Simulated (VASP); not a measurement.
Data:

```yaml
crystal:
  lattice:
    - [0.00000, 3.20207, 3.20207]
    - [3.20207, 0.00000, 3.20207]
    - [3.20207, 3.20207, 0.00000]
  atoms:
    - { symbol: La, position: [0.00000, 0.00000, 0.00000] }
    - { symbol: Al, position: [0.50000, 0.50000, 0.50000] }
```

Level of theory: PBE GGA, VASP's PBE PAW potentials (set 64) (plane waves; VASP). Numerical set-up: 400 eV cut-off, Gaussian smearing of 0.050 eV, potentials La Al.

**Question.** Estimate the band gap (along the path) with the smallest direct gap where there is one.

**Answer.** 
- band gap (along the path) = none (metal, semimetal or under 0.01 eV)

The structure was generated: LaAl was put into the rock salt type (Fm-3m), which need not be its known phase. It was relaxed first, which changed the volume by -26 %.
